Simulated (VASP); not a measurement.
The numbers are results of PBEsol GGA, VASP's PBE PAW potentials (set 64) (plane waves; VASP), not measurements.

Input for VASP

KPOINTS:
```
Automatic mesh
0
Gamma
11 11 6
0 0 0
```

INCAR:
```
SYSTEM = AlN
PREC = Normal
ENCUT = 450
EDIFF = 1E-5
NELM = 100
ALGO = Fast
LREAL = .FALSE.
LASPH = .TRUE.
ISMEAR = 0
SIGMA = 0.05
GGA = PS
LWAVE = .FALSE.
LCHARG = .FALSE.
NELMIN = 4
IBRION = 2
ISIF = 2
NSW = 20
EDIFFG = -0.03
```

**POSCAR**
```
AlN
1
    3.1132802064     0.0000000000     0.0000000000
   -1.5566401032     2.6961797421     0.0000000000
    0.0000000000     0.0000000000     4.9837141637
Al N
2 2
Direct
  0.3333330000   0.6666670000   0.0000000000
  0.6666670000   0.3333330000   0.5000000000
  0.3333330000   0.6666670000   0.3820000000
  0.6666670000   0.3333330000   0.8820000000
```

POTCAR, in this order: Al N (PBE.64 set). Program: vasp_std.

The run wrote:

File OUTCAR:
```
 ion  position               nearest neighbor table
   1  0.333  0.667  0.000-   4 1.89   4 1.89   4 1.89   3 1.90   2 3.07   2 3.07   2 3.07   2 3.07
                             2 3.07   2 3.07
   2  0.667  0.333  0.500-   3 1.89   3 1.89   3 1.89   4 1.90   1 3.07   1 3.07   1 3.07   1 3.07
                             1 3.07   1 3.07
   3  0.333  0.667  0.382-   2 1.89   2 1.89   2 1.89   1 1.90
   4  0.667  0.333  0.882-   1 1.89   1 1.89   1 1.89   2 1.90
  LATTYP: Found a hexagonal cell.
 ALAT       =     3.1132802064
 C/A-ratio  =     1.6007920371
 Subroutine PRICEL returns:
 Original cell was already a primitive cell.
 Subroutine GETGRP returns: Found 12 space group operations
The static configuration has the point symmetry C_3v.
 The point group associated with its full space group is C_6v.
The dynamic configuration has the point symmetry C_3v.
 Subroutine INISYM returns: Found 12 space group operations
 Subroutine IBZKPT returns following result:
 Found     64 irreducible k-points:

 Following reciprocal coordinates:
            Coordinates               Weight
  0.000000  0.000000  0.000000      1.000000
  0.090909  0.000000  0.000000      6.000000
  0.181818  0.000000  0.000000      6.000000
...
```

OSZICAR:
```
       N       E                     dE             d eps       ncg     rms          rms(c)
DAV:   1     0.420725986186E+02    0.42073E+02   -0.69809E+03  1536   0.106E+03
DAV:   2    -0.322866722747E+02   -0.74359E+02   -0.68591E+02  2208   0.204E+02
DAV:   3    -0.357332753671E+02   -0.34466E+01   -0.34347E+01  2004   0.485E+01
DAV:   4    -0.357599850756E+02   -0.26710E-01   -0.26704E-01  1732   0.498E+00
DAV:   5    -0.357603689125E+02   -0.38384E-03   -0.38382E-03  1968   0.602E-01    0.117E+01
RMM:   6    -0.313065523466E+02    0.44538E+01   -0.13817E+01  1536   0.243E+01    0.415E+00
RMM:   7    -0.313551920483E+02   -0.48640E-01   -0.16195E+00  1536   0.104E+01    0.287E+00
RMM:   8    -0.313272875699E+02    0.27904E-01   -0.15515E-01  1536   0.364E+00    0.497E-01
RMM:   9    -0.313201186214E+02    0.71689E-02   -0.23411E-02  1536   0.118E+00    0.322E-01
RMM:  10    -0.313203784320E+02   -0.25981E-03   -0.40755E-03  1536   0.487E-01    0.321E-01
RMM:  11    -0.313212084108E+02   -0.82998E-03   -0.15343E-02  1536   0.777E-01    0.409E-01
RMM:  12    -0.313203490914E+02    0.85932E-03   -0.19148E-03  1536   0.416E-01    0.132E-01
RMM:  13    -0.313286800561E+02   -0.83310E-02   -0.45737E-02  2010   0.138E+00    0.895E-01
RMM:  14    -0.313212233587E+02    0.74567E-02   -0.13097E-02  1540   0.773E-01    0.383E-01
RMM:  15    -0.313203868578E+02    0.83650E-03   -0.46531E-03  1536   0.489E-01    0.159E-01
RMM:  16    -0.313203398387E+02    0.47019E-04   -0.29435E-04  1536   0.133E-01    0.893E-02
RMM:  17    -0.313203328849E+02    0.69538E-05   -0.28300E-04  1536   0.109E-01    0.401E-02
RMM:  18    -0.313203341528E+02   -0.12680E-05   -0.19381E-05  1064   0.449E-02
   1 F= -.31320334E+02 E0= -.31320334E+02  d E =-.313203E+02
```

File OUTCAR:
```
------------------------ aborting loop because EDIFF is reached ----------------------------------------
  FORCE on cell =-STRESS in cart. coord.  units (eV):
  Direction    XX          YY          ZZ          XY          YZ          ZX
  --------------------------------------------------------------------------------------
  Total       -0.2052873     -0.2052873     -0.2454576      0.0000000     -0.0000000     -0.0000000
  in kB       -7.8623516     -7.8623516     -9.4008452      0.0000000     -0.0000000     -0.0000000
  external PRESSURE =      -8.3751828 kB  Pullay stress =       0.0000000 kB
  volume of cell :       41.83
      direct lattice vectors                 reciprocal lattice vectors
     3.113280206  0.000000000  0.000000000     0.321204625  0.185447577  0.000000000
    -1.556640103  2.696179742  0.000000000     0.000000000  0.370895154  0.000000000
     0.000000000  0.000000000  4.983714164     0.000000000  0.000000000  0.200653562
  FREE ENERGIE OF THE ION-ELECTRON SYSTEM (eV)
  ---------------------------------------------------
  free  energy   TOTEN  =       -31.3203341528 eV

  energy  without entropy=      -31.3203341528  energy(sigma->0) =      -31.32033415

 reached required accuracy - stopping structural energy minimisation
```
(Selected blocks of OUTCAR.)

File OUTCAR:
```
 val. band max:        6.0555549478   @ k =   0.0000   0.0000   0.0000

 cond. band min:      10.1688744790   @ k =   0.0000   0.0000   0.0000


 Fermi energy:         6.2941472520

 k-point     1 :       0.0000    0.0000    0.0000
  band No.  band energies     occupation
      1      -9.1081      2.00000
      2      -6.9279      2.00000
      3       0.0023      2.00000
      4       5.1772      2.00000
      5       5.1775      2.00000
      6       5.8324      2.00000
      7       5.8328      2.00000
      8       6.0556      2.00000
      9      10.1689      0.00000
     10      12.6054      0.00000
     11      16.5551      0.00000
     12      17.0760      0.00000

 k-point     2 :       0.0909    0.0000    0.0000
  band No.  band energies     occupation
      1      -9.0017      2.00000
      2      -6.8674      2.00000
      3       0.1284      2.00000
      4       4.6864      2.00000
      5       5.0387      2.00000
      6       5.3462      2.00000
      7       5.8166      2.00000
      8       6.0104      2.00000
      9      10.6609      0.00000
     10      13.0383      0.00000
     11      16.1135      0.00000
     12      16.3706      0.00000

 k-point     3 :       0.1818    0.0000    0.0000
  band No.  band energies     occupation
      1      -8.6937      2.00000
      2      -6.7054      2.00000
      3       0.4989      2.00000
      4       3.5305      2.00000
      5       4.3583      2.00000
      6       4.7247      2.00000
      7       5.7342      2.00000
      8       5.8453      2.00000
      9      11.6019      0.00000
     10      13.7300      0.00000
     11      14.8807      0.00000
     12      15.6651      0.00000

 k-point     4 :       0.2727   -0.0000    0.0000
  band No.  band energies     occupation
      1      -8.2210      2.00000
      2      -6.5042      2.00000
      3       1.0867      2.00000
      4       2.2520      2.00000
      5       3.3141      2.00000
      6       4.3825      2.00000
...
```

At this cut-off the stress carries a Pulay error, which pulls relaxed volumes low.

The compound is AlN in the wurtzite structure. It was relaxed first.
